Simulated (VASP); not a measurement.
Level of theory: HSE06 screened hybrid, VASP's PBE PAW potentials (set 64) (plane waves; VASP).

Input for VASP

**KPOINTS**
```
Automatic mesh
0
Gamma
1 1 1
0 0 0
```

File POSCAR:
```
Mg32O33
1.0
  8.4869590160   0.0000000000   0.0000000000
  0.0000000000   8.4869590160   0.0000000000
  0.0000000000   0.0000000000   8.4869590160
Mg O
32 33
Direct
  0.4982427466   0.9975146101   0.9990266109
  0.7523327675   0.2515992413   0.9990421825
  0.7503225049   0.9996643623   0.2505273164
  0.9977058865   0.0011691790   0.9977361527
  0.2437452188   0.2520591163   0.9962753564
  0.4979531796   0.5062317983   0.9962083966
  0.7489532137   0.7522206468   0.9978335716
  0.2459494157   0.0045269611   0.2459061552
  0.5004520017   0.2496592828   0.2343591254
  0.7455822095   0.5041075566   0.2458651292
  0.4979097924   0.9893097114   0.4978760024
  0.7608306018   0.2520794889   0.4978128944
  0.7443956087   0.0056311690   0.7443968956
  0.9991090195   0.5024951422   0.9990993717
  0.2476914611   0.7508438511   0.9991782871
  0.9963206513   0.2520387878   0.2437658891
  0.2549680054   0.4949686037   0.2549231480
  0.4980076712   0.7535335108   0.2438438350
  0.9989991751   0.9975287487   0.4982999094
  0.2344899466   0.2496388595   0.5005506611
  0.5005091245   0.5152098745   0.5004970212
  0.7522766075   0.7509383744   0.4984148785
  0.2505257674   0.9995835675   0.7503387020
  0.4978350210   0.2520759846   0.7608726333
  0.7504205647   0.4994318514   0.7503712040
  0.9991422904   0.7508708077   0.2477567825
  0.9962558252   0.5062320391   0.4979256948
  0.2438521186   0.7535720459   0.4979460287
  0.9990512945   0.2515912803   0.7523235206
  0.2458955485   0.5041630376   0.7455669043
  0.4983874463   0.7509233488   0.7523011895
  0.9978076592   0.7522053290   0.7489861512
  0.7489251839   0.2516213931   0.2472853659
  0.9957955866   0.5024533931   0.2476586726
  0.9977238769   0.2514742459   0.4984267819
  0.2313414941   0.2470736205   0.2312271445
  0.5031046035   0.5184387811   0.2312797937
  0.7497153071   0.7522770360   0.2472057870
  0.9977067020   0.0002682656   0.2471745302
  0.5583561261   0.1918146147   0.5583976699
  0.7488624161   0.5026786059   0.4983843715
  0.9973747577   0.7525035796   0.4983830637
  0.7619055687   0.2542597540   0.7618862838
  0.9976358348   0.5029680261   0.7497501927
  0.9974092696   0.2516443041   0.9973719698
  0.2476819829   0.7540252086   0.2476804788
  0.4983270124   0.0011316386   0.2473168252
  0.2313325210   0.5184266311   0.5031291632
  0.4984570011   0.7521039234   0.4984204254
  0.7618059054   0.9881196245   0.4955625221
  0.2473180370   0.2516139025   0.7488785920
  0.4983545107   0.5026262593   0.7488633234
  0.7489905228   0.7499015189   0.7489825014
  0.0001560897   0.0009855707   0.7490146359
  0.4984503425   0.2514823935   0.9976806753
  0.7497683972   0.5029548350   0.9976338434
  0.9982842251   0.7517191000   0.9983147060
  0.2472822164   0.0011719218   0.4983633964
  0.2471582852   0.7522673109   0.7497404110
  0.4955587993   0.9881100510   0.7618353138
  0.2476210350   0.5024900905   0.9957731071
  0.4983590465   0.7524582980   0.9973871495
  0.7490270259   0.0009845322   0.0001266034
  0.2471301658   0.0002375765   0.9977040536
  0.4282168059   0.3214858249   0.4281930447
```

INCAR:
```
SYSTEM = Mg32O33
PREC = Normal
ENCUT = 400
EDIFF = 1E-5
NELM = 50
ALGO = Normal
LREAL = Auto
LASPH = .TRUE.
ISMEAR = 0
SIGMA = 0.05
GGA = PE
LWAVE = .FALSE.
LCHARG = .FALSE.
NELMIN = 4
ISYM = 0
NELECT = 263.0
ISPIN = 2
NUPDOWN = 1
MAGMOM = 65*0.0154
LORBIT = 10
HFSCREEN = 0.2
AEXX = 0.25
LHFCALC = .TRUE.
PRECFOCK = Fast
ISIF = 0
```

POTCAR, in this order: Mg O (PBE.64 set). Program: vasp_gam. Read from the step before: WAVECAR.

The run wrote:

**OSZICAR**
```
       N       E                     dE             d eps       ncg     rms          rms(c)
DAV:   1    -0.454297146254E+03   -0.45430E+03   -0.80685E+00   660   0.799E+00    0.170E+00
DAV:   2    -0.454373368885E+03   -0.76223E-01   -0.22226E-01   728   0.112E+00    0.108E+00
DAV:   3    -0.454356783119E+03    0.16586E-01   -0.16298E-02   752   0.304E-01    0.681E-01
DAV:   4    -0.454352395911E+03    0.43872E-02   -0.47474E-03   768   0.164E-01    0.438E-01
DAV:   5    -0.454350889143E+03    0.15068E-02   -0.73520E-04   763   0.935E-02    0.258E-01
DAV:   6    -0.454350354651E+03    0.53449E-03   -0.22660E-04   744   0.570E-02    0.146E-01
DAV:   7    -0.454350174133E+03    0.18052E-03   -0.67842E-05   739   0.331E-02    0.850E-02
DAV:   8    -0.454350112423E+03    0.61710E-04   -0.26254E-05   440   0.197E-02    0.508E-02
DAV:   9    -0.454350091722E+03    0.20701E-04   -0.12145E-05   360   0.133E-02    0.305E-02
DAV:  10    -0.454350084752E+03    0.69704E-05   -0.38431E-06   387   0.742E-03
   1 F= -.45435008E+03 E0= -.45435008E+03  d E =-.826089E-11  mag=     1.0000
```

File OUTCAR:
```
------------------------ aborting loop because EDIFF is reached ----------------------------------------
  volume of cell :      611.30
      direct lattice vectors                 reciprocal lattice vectors
     8.486959016  0.000000000  0.000000000     0.117827834  0.000000000  0.000000000
     0.000000000  8.486959016  0.000000000     0.000000000  0.117827834  0.000000000
     0.000000000  0.000000000  8.486959016     0.000000000  0.000000000  0.117827834
  FREE ENERGIE OF THE ION-ELECTRON SYSTEM (eV)
  ---------------------------------------------------
  free  energy   TOTEN  =      -454.3500847520 eV

  energy  without entropy=     -454.3500847520  energy(sigma->0) =     -454.35008475

  exchange ACFDT corr.  =         0.00000000  see jH, gK, PRB 81, 115126

 total charge

# of ion       s       p       d       tot
------------------------------------------
    1        0.146   0.182   0.080   0.409
    2        0.146   0.182   0.080   0.409
    3        0.142   0.176   0.076   0.394
    4        0.142   0.175   0.075   0.392
    5        0.147   0.183   0.081   0.411
    6        0.147   0.183   0.081   0.411
    7        0.142   0.175   0.075   0.392
    8        0.142   0.175   0.076   0.393
    9        0.157   0.194   0.087   0.438
   10        0.142   0.175   0.076   0.394
   11        0.155   0.193   0.087   0.435
   12        0.155   0.194   0.087   0.436
   13        0.136   0.163   0.068   0.367
   14        0.142   0.175   0.075   0.392
   15        0.142   0.175   0.075   0.392
   16        0.147   0.183   0.081   0.410
   17        0.133   0.158   0.066   0.356
   18        0.147   0.183   0.081   0.410
   19        0.146   0.182   0.080   0.409
   20        0.157   0.194   0.087   0.438
   21        0.157   0.194   0.087   0.438
   22        0.146   0.182   0.080   0.409
   23        0.142   0.176   0.076   0.394
   24        0.156   0.194   0.087   0.436
   25        0.142   0.176   0.076   0.394
   26        0.142   0.175   0.075   0.392
   27        0.147   0.183   0.081   0.410
   28        0.147   0.183   0.081   0.410
   29        0.146   0.182   0.080   0.409
   30        0.142   0.176   0.076   0.394
   31        0.146   0.182   0.080   0.409
   32        0.142   0.175   0.075   0.392
   33        1.570   3.592   0.000   5.162
   34        1.570   3.587   0.000   5.158
   35        1.572   3.605   0.000   5.177
   36        1.574   3.604   0.000   5.178
   37        1.574   3.604   0.000   5.178
   38        1.571   3.597   0.000   5.168
   39        1.571   3.597   0.000   5.167
   40        1.612   3.562   0.000   5.174
   41        1.570   3.592   0.000   5.162
   42        1.572   3.610   0.000   5.182
   43        1.573   3.603   0.000   5.176
   44        1.571   3.597   0.000   5.168
   45        1.572   3.610   0.000   5.182
   46        1.570   3.587   0.000   5.157
   47        1.570   3.592   0.000   5.161
   48        1.574   3.604   0.000   5.178
   49        1.572   3.605   0.000   5.177
   50        1.573   3.603   0.000   5.176
   51        1.570   3.592   0.000   5.162
   52        1.570   3.592   0.000   5.162
   53        1.570   3.589   0.000   5.160
   54        1.570   3.589   0.000   5.160
   55        1.572   3.605   0.000   5.177
   56        1.571   3.597   0.000   5.168
   57        1.570   3.597   0.000   5.168
   58        1.570   3.592   0.000   5.161
   59        1.571   3.597   0.000   5.168
   60        1.573   3.603   0.000   5.176
   61        1.570   3.587   0.000   5.158
   62        1.572   3.610   0.000   5.182
   63        1.570   3.589   0.000   5.160
   64        1.571   3.597   0.000   5.167
   65        1.618   3.567   0.000   5.184
--------------------------------------------------
tot         56.605 124.433   2.529 183.567

 magnetization (x)

# of ion       s       p       d       tot
------------------------------------------
    1       -0.000   0.000   0.000  -0.000
    2       -0.000   0.000   0.000  -0.000
    3       -0.000  -0.000   0.000  -0.000
    4        0.000  -0.000  -0.000  -0.000
    5       -0.000   0.000   0.000  -0.000
    6       -0.000   0.000   0.000  -0.000
    7        0.000  -0.000  -0.000  -0.000
    8       -0.000  -0.000   0.000   0.000
    9       -0.001  -0.001  -0.000  -0.003
   10       -0.000  -0.000   0.000   0.000
   11       -0.001  -0.001  -0.000  -0.002
   12       -0.001  -0.001  -0.000  -0.002
   13       -0.000  -0.000   0.000  -0.001
   14        0.000   0.000  -0.000   0.000
   15        0.000   0.000  -0.000   0.000
   16       -0.000   0.000   0.000  -0.000
   17       -0.000  -0.000   0.001  -0.000
   18       -0.000   0.000   0.000  -0.000
   19       -0.000   0.000   0.000  -0.000
   20       -0.001  -0.001  -0.000  -0.003
...
```
(Selected blocks of OUTCAR.)

The cell is charged, with a uniform compensating background. The supercell is sampled at Γ alone, which is coarse: total energies, pressure and levels can be off, energies of defects by several tenths of an eV.

The cell is a supercell with a defect, built from MgO (rock salt): O_i, charge -1. The cell's shape comes from a PBE relaxation.
